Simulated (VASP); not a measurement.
Here is the system:

```yaml
crystal:
  lattice:
    - [0.00000, 2.38290, 2.38290]
    - [2.38290, 0.00000, 2.38290]
    - [2.38290, 2.38290, 0.00000]
  atoms:
    - { symbol: B, position: [0.00000, 0.00000, 0.00000] }
    - { symbol: As, position: [0.25000, 0.25000, 0.25000] }
```

Method: PBE GGA with D4 dispersion, VASP's PBE PAW potentials (set 64) (plane waves; VASP). Settings: 520 eV cut-off, 11×11×11 Γ-centred mesh, tetrahedra with Blöchl corrections, potentials B As.

### Question
Estimate the energy per atom (σ→0).

### Answer

* **energy per atom (σ→0)**: -6.079 eV/atom

The compound is BAs in the zinc blende structure. It was relaxed first.
